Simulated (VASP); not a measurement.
```
Br
1.0
    8.23960    -2.07431     0.00000
    8.23960     2.07431     0.00000
    0.00000     0.00000     8.85267
Br
4
Direct
  0.86138   0.13862   0.11607
  0.63862   0.36138   0.61607
  0.13862   0.86138   0.88393
  0.36138   0.63862   0.38393
```

Computed with r2SCAN meta-GGA, VASP's PBE PAW potentials (set 64) (plane waves; VASP). Numerical set-up: 400 eV cut-off, 6×6×3 Γ-centred mesh, tetrahedra with Blöchl corrections, potentials Br.

**Question.** What does the run give for the energy per atom (σ→0), band gap (over mesh and band path) with the smallest direct gap where there is one?

**Answer.** 
```json
{
  "band gap (over mesh and band path)": "1.69 eV",
  "smallest direct gap (over mesh and band path)": "1.69 eV",
  "energy per atom (σ→0)": "-13.215 eV/atom"
}
```

Only differences to runs with the same potentials and settings are physical.

The structure comes from a measured Br entry (Cmce) of the Crystallography Open Database, whose conditions weren't checked. It was relaxed first, which changed the volume by -7 %.
